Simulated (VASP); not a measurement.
All values below come from r2SCAN meta-GGA, VASP's PBE PAW potentials (set 64) (plane waves; VASP 6.6.1).

Input for VASP

**POSCAR**
```
Ni3Fe
3.4407310
  1.0000001077   0.0000000000   0.0000000000
  0.0000000000   1.0000001077   0.0000000000
  0.0000000000   0.0000000000   1.0000001077
Fe Ni
1 3
direct
  0.0000000000   0.0000000000   0.0000000000
  0.0000000000   0.5000000000   0.5000000000
  0.5000000000   0.0000000000   0.5000000000
  0.5000000000   0.5000000000   0.0000000000
```

INCAR:
```
ALGO = Normal
EDIFF = 1E-7
ENCUT = 520
ISIF = 2
ISMEAR = 1
ISPIN = 2
LASPH = .True.
LCHARG = .False.
LMAXMIX = 4
LMIXTAU = .True.
LORBIT = 10
LREAL = .False.
LWAVE = .False.
MAGMOM = 3.2 3*0.7
METAGGA = R2SCAN
NELM = 100
PREC = Accurate
SIGMA = 0.1
SYSTEM = Ni3Fe
```

**KPOINTS**
```
kpoints
0
Gamma
 9 9 9
0 0 0
```

POTCAR, in this order: Fe Ni (PBE.64 set). Program: vasp_std.

Output of the run:

OSZICAR:
```
       N       E                     dE             d eps       ncg     rms          rms(c)
DAV:   1     0.225230921364E+03    0.22523E+03   -0.17890E+04  3768   0.216E+03
DAV:   2    -0.437127682004E+02   -0.26894E+03   -0.25843E+03  3642   0.376E+02
DAV:   3    -0.589692430144E+02   -0.15256E+02   -0.14620E+02  3756   0.125E+02
DAV:   4    -0.591634282237E+02   -0.19419E+00   -0.19392E+00  3924   0.149E+01
DAV:   5    -0.591698254770E+02   -0.63973E-02   -0.63968E-02  5238   0.214E+00    0.237E+01
DAV:   6    -0.526407645554E+02    0.65291E+01   -0.49487E+01  3892   0.127E+02    0.278E+01
DAV:   7    -0.536859868671E+02   -0.10452E+01   -0.27367E+01  4218   0.125E+02    0.243E+01
DAV:   8    -0.503414729701E+02    0.33445E+01   -0.11448E+01  4500   0.611E+01    0.629E+00
DAV:   9    -0.505901850038E+02   -0.24871E+00   -0.93094E-01  4146   0.120E+01    0.349E+00
DAV:  10    -0.505693018826E+02    0.20883E-01   -0.13627E-01  4576   0.808E+00    0.176E+00
DAV:  11    -0.505666066487E+02    0.26952E-02   -0.58364E-02  4494   0.344E+00    0.106E+00
DAV:  12    -0.505684715314E+02   -0.18649E-02   -0.78716E-03  4156   0.154E+00    0.408E-01
DAV:  13    -0.505689578925E+02   -0.48636E-03   -0.12379E-03  4856   0.504E-01    0.124E-01
DAV:  14    -0.505689874327E+02   -0.29540E-04   -0.21515E-04  4488   0.259E-01    0.100E-01
DAV:  15    -0.505689971525E+02   -0.97198E-05   -0.46545E-05  4298   0.187E-01    0.316E-02
DAV:  16    -0.505690065887E+02   -0.94362E-05   -0.17648E-05  5422   0.700E-02    0.154E-02
DAV:  17    -0.505690072694E+02   -0.68064E-06   -0.28418E-06  4480   0.395E-02    0.105E-02
DAV:  18    -0.505690080156E+02   -0.74621E-06   -0.90129E-07  4994   0.247E-02    0.297E-03
DAV:  19    -0.505690080160E+02   -0.38290E-09   -0.22198E-07  2660   0.648E-03
   1 F= -.50569008E+02 E0= -.50568867E+02  d E =-.424141E-03  mag=     5.1625
```

**OUTCAR**
```
------------------------ aborting loop because EDIFF is reached ----------------------------------------
  FORCE on cell =-STRESS in cart. coord.  units (eV):
  Direction    XX          YY          ZZ          XY          YZ          ZX
  --------------------------------------------------------------------------------------
  Total        3.9586171      3.9586171      3.9586171      0.0000000     -0.0000000      0.0000000
  in kB      155.7047200    155.7047200    155.7047200      0.0000000     -0.0000000      0.0000000
  external PRESSURE =     155.7047200 kB  Pullay stress =       0.0000000 kB
  volume of cell :       40.73
      direct lattice vectors                 reciprocal lattice vectors
     3.440731371  0.000000000  0.000000000     0.290635883  0.000000000  0.000000000
     0.000000000  3.440731371  0.000000000     0.000000000  0.290635883  0.000000000
     0.000000000  0.000000000  3.440731371     0.000000000  0.000000000  0.290635883
 POSITION                                       TOTAL-FORCE (eV/Angst)
 -----------------------------------------------------------------------------------
      0.00000      0.00000      0.00000         0.000000      0.000000      0.000000
      0.00000      1.72037      1.72037         0.000000      0.000000      0.000000
      1.72037      0.00000      1.72037         0.000000      0.000000      0.000000
      1.72037      1.72037      0.00000         0.000000      0.000000      0.000000
 -----------------------------------------------------------------------------------
    total drift:                                0.000000      0.000000      0.000000
  FREE ENERGIE OF THE ION-ELECTRON SYSTEM (eV)
  ---------------------------------------------------
  free  energy   TOTEN  =       -50.5690080160 eV

  energy  without entropy=      -50.5685838745  energy(sigma->0) =      -50.56886664

 total charge

# of ion       s       p       d       tot
------------------------------------------
    1        0.520   0.614   6.115   7.249
    2        0.563   0.627   8.367   9.557
    3        0.563   0.627   8.367   9.557
    4        0.563   0.627   8.367   9.557
--------------------------------------------------
tot          2.210   2.494  31.216  35.920

 magnetization (x)

# of ion       s       p       d       tot
------------------------------------------
    1        0.023  -0.011   3.079   3.091
    2       -0.020  -0.073   0.800   0.707
    3       -0.020  -0.073   0.800   0.707
    4       -0.020  -0.073   0.800   0.707
--------------------------------------------------
tot         -0.038  -0.230   5.481   5.213
```
(Selected blocks of OUTCAR.)

OUTCAR:
```
 val. band max:        9.7935733750   @ k =   0.4444   0.0000   0.0000

 cond. band min:       9.8101054932   @ k =   0.3333   0.2222   0.1111


 Fermi energy:         9.8036977548

 spin component 1

 k-point     1 :       0.0000    0.0000    0.0000
  band No.  band energies     occupation
      1      -0.3395      1.00000
      2       3.2712      1.00000
      3       3.2712      1.00000
      4       4.1022      1.00000
      5       4.1022      1.00000
      6       4.1022      1.00000
      7       4.1681      1.00000
      8       6.2466      1.00000
      9       6.2466      1.00000
     10       6.2466      1.00000
     11       7.4016      1.00000
     12       7.4016      1.00000
     13       8.4543      1.00000
     14       8.4543      1.00000
     15       8.5172      1.00000
     16       8.5349      1.00000
     17       8.5349      1.00000
     18       8.5349      1.00000
     19       8.6565      1.00000
     20       8.6565      1.00000
     21       8.6565      1.00000
     22      12.1236      0.00000
     23      12.1236      0.00000
     24      12.1236      0.00000
     25      19.4764      0.00000
     26      19.4764      0.00000

 k-point     2 :       0.1111    0.0000    0.0000
  band No.  band energies     occupation
      1      -0.1627      1.00000
      2       3.3388      1.00000
      3       3.3520      1.00000
      4       4.1555      1.00000
      5       4.1665      1.00000
      6       4.1665      1.00000
      7       4.2374      1.00000
      8       6.1827      1.00000
      9       6.2929      1.00000
     10       6.2929      1.00000
     11       7.3300      1.00000
     12       7.4208      1.00000
     13       8.2133      1.00000
     14       8.2133      1.00000
     15       8.3738      1.00000
     16       8.4146      1.00000
     17       8.4674      1.00000
     18       8.5197      1.00000
     19       8.5197      1.00000
     20       8.5344      1.00000
...
```

The compound is Ni3Fe in the L1_2 structure. This cell is one point of a volume scan, at 0.94 of the reference volume.
